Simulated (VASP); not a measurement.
Computed with LDA (Ceperley-Alder, Perdew-Zunger), VASP's LDA PAW potentials (set 64) (plane waves; VASP).

The input files of a VASP run:

INCAR:
```
EDIFF  =  1E-6
NELM  =  100
IBRION  =  2   # conjugate gradients
PREC  =  Accurate
LWAVE  =  F
ALGO  =  Normal
NSW  =  40
EDIFFG  =  -0.02   # ionic stop
SIGMA  =  0.1
ISMEAR  =  1   # Methfessel-Paxton
LREAL  =  F   # projection in real space or not
ENCUT  =  620   # plane-wave cut-off (eV)
ISIF  =  3
LASPH  =  T
PSTRESS  =  300
SYSTEM  =  LaB6
LMAXMIX  =  6
LCHARG  =  F
```

### KPOINTS
```
Automatic mesh
0
Gamma
 8 8 8
0 0 0
```

**POSCAR**
```
LaB6
1.0
  3.9775226538   0.0000000000   0.0000000000
  0.0000000000   3.9775226538   0.0000000000
  0.0000000000   0.0000000000   3.9775226538
La B
1 6
Cart
  0.0000000000   0.0000000000   0.0000000000
  3.1867701680   1.9887613269   1.9887613269
  1.9887613269   0.7907524858   1.9887613269
  1.9887613269   3.1867701680   1.9887613269
  0.7907524858   1.9887613269   1.9887613269
  1.9887613269   1.9887613269   3.1867701680
  1.9887613269   1.9887613269   0.7907524858
```

POTCAR, in this order: La B (LDA.64 set). Program: vasp_std.

The run wrote:

OUTCAR:
```
 ion  position               nearest neighbor table
   1  0.000  0.000  0.000-   2 2.92   3 2.92   4 2.92   5 2.92   6 2.92   7 2.92   2 2.92   3 2.92
                             4 2.92   5 2.92   2 2.92   5 2.92   6 2.92   7 2.92   2 2.92   5 2.92
   2  0.801  0.500  0.500-   5 1.58   4 1.69   3 1.69   6 1.69   7 1.69   1 2.92   1 2.92   1 2.92
                             1 2.92
   3  0.500  0.199  0.500-   4 1.58   2 1.69   5 1.69   6 1.69   7 1.69   1 2.92   1 2.92   1 2.92
                             1 2.92
   4  0.500  0.801  0.500-   3 1.58   2 1.69   5 1.69   6 1.69   7 1.69   1 2.92   1 2.92   1 2.92
                             1 2.92
   5  0.199  0.500  0.500-   2 1.58   3 1.69   4 1.69   6 1.69   7 1.69   1 2.92   1 2.92   1 2.92
                             1 2.92
   6  0.500  0.500  0.801-   7 1.58   3 1.69   4 1.69   5 1.69   2 1.69   1 2.92   1 2.92   1 2.92
                             1 2.92
   7  0.500  0.500  0.199-   6 1.58   3 1.69   4 1.69   5 1.69   2 1.69   1 2.92   1 2.92   1 2.92
                             1 2.92
  LATTYP: Found a simple cubic cell.
 ALAT       =     3.9775226538
 Subroutine PRICEL returns:
 Original cell was already a primitive cell.
 Subroutine GETGRP returns: Found 48 space group operations
The static configuration has the point symmetry O_h .
The dynamic configuration has the point symmetry O_h .
 Subroutine INISYM returns: Found 48 space group operations
 Subroutine IBZKPT returns following result:
 Found     35 irreducible k-points:

 Following reciprocal coordinates:
            Coordinates               Weight
  0.000000  0.000000  0.000000      1.000000
  0.125000  0.000000  0.000000      6.000000
  0.250000  0.000000  0.000000      6.000000
  0.375000  0.000000  0.000000      6.000000
  0.500000  0.000000  0.000000      3.000000
  0.125000  0.125000  0.000000     12.000000
  0.250000  0.125000  0.000000     24.000000
  0.375000  0.125000  0.000000     24.000000
  0.500000  0.125000  0.000000     12.000000
  0.250000  0.250000  0.000000     12.000000
  0.375000  0.250000  0.000000     24.000000
  0.500000  0.250000  0.000000     12.000000
...
```

File OSZICAR:
```
       N       E                     dE             d eps       ncg     rms          rms(c)
DAV:   1     0.249192326182E+03    0.24919E+03   -0.12882E+04  1268   0.248E+03
DAV:   2    -0.369183609162E-01   -0.24923E+03   -0.23857E+03  1540   0.362E+02
DAV:   3    -0.570857376498E+02   -0.57049E+02   -0.51610E+02  1982   0.185E+02
DAV:   4    -0.600714330592E+02   -0.29857E+01   -0.29667E+01  2166   0.505E+01
DAV:   5    -0.601614260682E+02   -0.89993E-01   -0.89638E-01  2000   0.671E+00    0.100E+01
DAV:   6    -0.545119470798E+02    0.56495E+01   -0.14726E+01  1818   0.262E+01    0.483E+00
DAV:   7    -0.541206578538E+02    0.39129E+00   -0.59412E+00  2150   0.160E+01    0.199E+00
DAV:   8    -0.541709844020E+02   -0.50327E-01   -0.24859E+00  2116   0.174E+01    0.142E+00
DAV:   9    -0.540711047099E+02    0.99880E-01   -0.28935E-01  2084   0.482E+00    0.656E-01
DAV:  10    -0.540511462772E+02    0.19958E-01   -0.12417E-01  2146   0.345E+00    0.127E-01
DAV:  11    -0.540522356947E+02   -0.10894E-02   -0.21181E-02  2134   0.136E+00    0.141E-01
DAV:  12    -0.540515940488E+02    0.64165E-03   -0.32205E-03  2120   0.661E-01    0.649E-02
DAV:  13    -0.540514757105E+02    0.11834E-03   -0.11780E-03  2088   0.284E-01    0.115E-02
DAV:  14    -0.540514738833E+02    0.18272E-05   -0.61149E-05  1996   0.651E-02    0.281E-03
DAV:  15    -0.540514743550E+02   -0.47169E-06   -0.45782E-06  2104   0.188E-02
   1 F= -.42268670E+02 E0= -.42268804E+02  d E =-.422687E+02
       N       E                     dE             d eps       ncg     rms          rms(c)
DAV:   1    -0.535307449564E+02    0.52073E+00   -0.16963E+01  1668   0.497E+01    0.345E+00
DAV:   2    -0.531710565520E+02    0.35969E+00   -0.10205E+00  1914   0.151E+01    0.163E+00
DAV:   3    -0.530822357038E+02    0.88821E-01   -0.59410E-01  1814   0.944E+00    0.406E-01
DAV:   4    -0.530789189702E+02    0.33167E-02   -0.10190E-01  2228   0.430E+00    0.189E-01
DAV:   5    -0.530798392393E+02   -0.92027E-03   -0.16139E-02  2150   0.155E+00    0.204E-01
DAV:   6    -0.530807046761E+02   -0.86544E-03   -0.23071E-03  2074   0.295E-01    0.180E-01
DAV:   7    -0.530795158412E+02    0.11888E-02   -0.86261E-03  1842   0.119E+00    0.173E-02
DAV:   8    -0.530795275490E+02   -0.11708E-04   -0.29373E-04  1868   0.147E-01    0.112E-02
DAV:   9    -0.530795258077E+02    0.17414E-05   -0.25388E-05  2012   0.490E-02    0.662E-03
DAV:  10    -0.530795240556E+02    0.17521E-05   -0.18888E-05  2246   0.436E-02    0.538E-03
DAV:  11    -0.530795235961E+02    0.45953E-06   -0.28060E-06  1480   0.223E-02
   2 F= -.42217495E+02 E0= -.42217583E+02  d E =0.511755E-01
       N       E                     dE             d eps       ncg     rms          rms(c)
DAV:   1    -0.538723187571E+02   -0.79279E+00   -0.53537E+00  1618   0.262E+01    0.218E+00
DAV:   2    -0.537341346450E+02    0.13818E+00   -0.74932E-01  2076   0.123E+01    0.729E-01
DAV:   3    -0.537162518076E+02    0.17883E-01   -0.48911E-02  1986   0.220E+00    0.228E-01
DAV:   4    -0.537145152779E+02    0.17365E-02   -0.12670E-02  2268   0.650E-01    0.901E-02
DAV:   5    -0.537146144038E+02   -0.99126E-04   -0.70013E-04  1808   0.200E-01    0.629E-02
DAV:   6    -0.537147119854E+02   -0.97582E-04   -0.36200E-04  2118   0.154E-01    0.265E-02
DAV:   7    -0.537147080496E+02    0.39358E-05   -0.49650E-05  1846   0.465E-02    0.873E-03
DAV:   8    -0.537147078322E+02    0.21742E-06   -0.44880E-06  1714   0.233E-02
   3 F= -.42337973E+02 E0= -.42338093E+02  d E =-.693023E-01
       N       E                     dE             d eps       ncg     rms          rms(c)
DAV:   1    -0.537067200470E+02    0.79880E-02   -0.12472E-03  1692   0.415E-01    0.310E-02
DAV:   2    -0.537066907348E+02    0.29312E-04   -0.11499E-04  2218   0.150E-01    0.130E-02
DAV:   3    -0.537066849411E+02    0.57937E-05   -0.26789E-05  1902   0.603E-02    0.236E-03
DAV:   4    -0.537066847963E+02    0.14479E-06   -0.37457E-06  1784   0.233E-02
   4 F= -.42337974E+02 E0= -.42338094E+02  d E =-.693040E-01
       N       E                     dE             d eps       ncg     rms          rms(c)
DAV:   1    -0.536898498518E+02    0.16835E-01   -0.37829E-01  1368   0.397E+00    0.255E-01
DAV:   2    -0.536888524281E+02    0.99742E-03   -0.16977E-02  1932   0.147E+00    0.134E-01
DAV:   3    -0.536880689847E+02    0.78344E-03   -0.55326E-03  1450   0.463E-01    0.279E-02
DAV:   4    -0.536880641198E+02    0.48649E-05   -0.74376E-04  2014   0.260E-01    0.192E-02
DAV:   5    -0.536880633124E+02    0.80740E-06   -0.38048E-05  1714   0.434E-02    0.488E-03
DAV:   6    -0.536880623679E+02    0.94450E-06   -0.86930E-06  1898   0.299E-02
   5 F= -.42333073E+02 E0= -.42333158E+02  d E =0.490117E-02
       N       E                     dE             d eps       ncg     rms          rms(c)
DAV:   1    -0.537049158731E+02   -0.16853E-01   -0.21609E-01  1366   0.300E+00    0.193E-01
DAV:   2    -0.537043567643E+02    0.55911E-03   -0.97659E-03  1950   0.110E+00    0.102E-01
DAV:   3    -0.537039065141E+02    0.45025E-03   -0.32562E-03  1430   0.355E-01    0.219E-02
DAV:   4    -0.537039016061E+02    0.49081E-05   -0.44749E-04  1968   0.201E-01    0.147E-02
DAV:   5    -0.537039010654E+02    0.54070E-06   -0.24498E-05  1886   0.345E-02    0.395E-03
DAV:   6    -0.537039003793E+02    0.68602E-06   -0.56614E-06  1726   0.245E-02
   6 F= -.42338543E+02 E0= -.42338667E+02  d E =-.569078E-03
```

OUTCAR:
```
------------------------ aborting loop because EDIFF is reached ----------------------------------------
  FORCE on cell =-STRESS in cart. coord.  units (eV):
  Direction    XX          YY          ZZ          XY          YZ          ZX
  --------------------------------------------------------------------------------------
  Total       11.4051939     11.4051939     11.4051939      0.0000000      0.0000000     -0.0000000
  in kB      301.0515348    301.0515348    301.0515348      0.0000000      0.0000000     -0.0000000
  external PRESSURE =       1.0515348 kB  Pullay stress =     300.0000000 kB
  volume of cell :       60.70
      direct lattice vectors                 reciprocal lattice vectors
     3.929984194  0.000000000 -0.000000000     0.254453950 -0.000000000 -0.000000000
     0.000000000  3.929984194 -0.000000000    -0.000000000  0.254453950 -0.000000000
     0.000000000  0.000000000  3.929984194     0.000000000  0.000000000  0.254453950
 POSITION                                       TOTAL-FORCE (eV/Angst)
 -----------------------------------------------------------------------------------
      3.92998      0.00000     -0.00000         0.000000      0.000000      0.000000
      3.15011      1.96499      1.96499         0.001513      0.000000     -0.000000
      1.96499      0.77987      1.96499        -0.000000     -0.001513      0.000000
      1.96499      3.15011      1.96499         0.000000      0.001513     -0.000000
      0.77987      1.96499      1.96499        -0.001513     -0.000000      0.000000
      1.96499      1.96499      3.15011         0.000000      0.000000      0.001513
      1.96499      1.96499      0.77987        -0.000000     -0.000000     -0.001513
 -----------------------------------------------------------------------------------
    total drift:                               -0.000000      0.000000     -0.000000
  FREE ENERGIE OF THE ION-ELECTRON SYSTEM (eV)
  ---------------------------------------------------
  free  energy   TOTEN  =       -53.7039003793 eV

  energy  without entropy=      -53.7042726291  energy(sigma->0) =      -53.70402446
  enthalpy is  TOTEN    =       -42.3385433420 eV   P V=       11.3653570374

 reached required accuracy - stopping structural energy minimisation
```
(Selected blocks of OUTCAR.)

**CONTCAR**
```
LaB6
   1.00000000000000
     3.9299841941191782    0.0000000000000000   -0.0000000000000000
     0.0000000000000000    3.9299841941191782   -0.0000000000000000
     0.0000000000000000    0.0000000000000000    3.9299841941191782
  La              B
     1     6
Direct
     1.0000000000000000    0.0000000000000000    0.0000000000000000
     0.8015585798685186    0.5000000000000000    0.5000000000000000
     0.5000000000000000    0.1984414201314814    0.5000000000000000
     0.5000000000000000    0.8015585798685186    0.5000000000000000
     0.1984414201314814    0.5000000000000000    0.5000000000000000
     0.5000000000000000    0.5000000000000000    0.8015585798685186
     0.5000000000000000    0.5000000000000000    0.1984414201314814
```

Energy and stress use the plane-wave basis of the starting cell.

The compound is LaB6 in the cab6 structure. This run relaxes it under an external pressure of 30 GPa. Symmetry was kept, so distortions that lower it aren't found. The electron count is odd and the run is not spin-polarised, which forces a metal.
